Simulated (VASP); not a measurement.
Write the native input for VASP 6.6.1 that does the following.

```
Task                   : single point
Functional             : PBE
Potentials or basis    : VASP PAW PBE potentials, release 64 (Ni, Mo_sv, Pd, Ir, W_sv)
Cutoff                 : 520 eV
k mesh                 : 11 × 11 × 3
Occupations            : fermi-dirac, width 0.05 eV
Spin                   : collinear spin, ferromagnetic start
Starting moments       : [1.0, 1.0, 0.0, 0.6, 0.0] μB
Further INCAR settings : ALGO = Normal; EDIFF = 1e-07; NBANDS = 40
```

The structure of NiMoIrPdW lies in POSCAR:

```
NiMoIrPdW
1.0
    2.7660900000      0.0000000000      0.0000000000
   -1.3830500000      2.3955100000      0.0000000000
    0.0000000000      0.0000000000     11.0227800000
Ni Mo Pd Ir W
1 1 1 1 1
Direct
    0.3218590000      0.6595150000      0.5966810000
    0.0190820000      0.0032280000      0.4085980000
    0.6717790000      0.3390030000      0.7971950000
    0.6731670000      0.3466270000      0.1978670000
    0.3312970000      0.6587630000      0.9971880000
```

The cell was built by a generator and needn't be a form met in nature.

The cell isn't the ideal one: atoms moved at random, drawn with an rms of 0.05 Å.

The input as run:

INCAR

```
SYSTEM = NiMoIrPdW
ALGO     = Normal         ! electronic algorithm
EDIFF    = 1E-7           ! SCF threshold, eV
ENCUT    = 520            ! plane-wave cutoff, eV
GGA      = PE             ! functional
ISIF     = 2              ! what is computed and relaxed
ISMEAR   = -1             ! smearing method
ISPIN    = 2              ! spin polarisation
KPAR     = 4            
LASPH    = .TRUE.         ! aspherical terms in the spheres
LCHARG   = .FALSE.        ! write CHGCAR
LMAXMIX  = 4              ! l up to which the mixer works
LORBIT   = 11             ! projections on sites
LREAL    = .FALSE.        ! projectors in reciprocal space
LWAVE    = .FALSE.        ! write WAVECAR
MAGMOM   = 1 1 0 0.6 0    ! initial moments
NBANDS   = 40             ! bands
NELM     = 150            ! most SCF steps
PREC     = Accurate       ! precision mode
SIGMA    = 0.05           ! smearing width, eV
```

KPOINTS

```
k-points
0
G
  11 11 3
  0 0 0
```

Potentials or basis: VASP PAW PBE potentials, release 64 (Ni, Mo_sv, Pd, Ir, W_sv).

Command:

```console
$ cat potpaw_PBE.64/Ni/POTCAR potpaw_PBE.64/Mo_sv/POTCAR potpaw_PBE.64/Pd/POTCAR potpaw_PBE.64/Ir/POTCAR potpaw_PBE.64/W_sv/POTCAR > POTCAR
$ mpirun -np 4 vasp_std > vasp.out
```

Results of the run:

* Pressure: 1.1 GPa
* Largest force: 0.379 eV/Å
* Band gap on the k mesh: none (metal or under the smearing width)
* Net moment: 0.00 μB per cell
* Valence electrons inside the program's atomic spheres: Ni 9.15; Mo 12.45; Pd 9.59; Ir 8.40; W 12.09

Wall time 5.3 min on 4 MPI ranks on Intel(R) Xeon(R) 6975P-C (Granite Rapids) (shared host), peak memory 0.97 GiB a rank.
